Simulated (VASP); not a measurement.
Here is the system:

```xyz
4
Lattice="3.8534 0.0000 0.0000 0.0000 3.8534 0.0000 0.0000 0.0000 19.1952" Properties=species:S:1:pos:R:3 pbc="T T T"
Sn     1.9267     0.0000     8.4195
Sn     0.0000     1.9267    10.7757
O      1.9267     1.9267     9.5976
O      0.0000     0.0000     9.5976
```

Method: HSE06 screened hybrid (exact exchange on a k-mesh reduced by 3x3x1), VASP's PBE PAW potentials (set 64) (plane waves; VASP). Settings: PREC = Normal, EDIFF = 1E-5, 500 eV cut-off, 12×12×1 Γ-centred mesh, Gaussian smearing of 0.050 eV, potentials Sn_d O.

Exact exchange is summed on a reduced mesh (NKRED).

**Question.** What does the run give for the energy per atom (σ→0), largest force?

**Answer.** 
```json
{
 "energy per atom (σ→0)": "-6.974 eV/atom",
 "largest_force": "0.609 eV/Å"
}
```

Only differences to runs with the same potentials and settings are physical.

The cell is a sheet with vacuum, built from SnO (litharge). The cell's shape comes from a PBE relaxation.
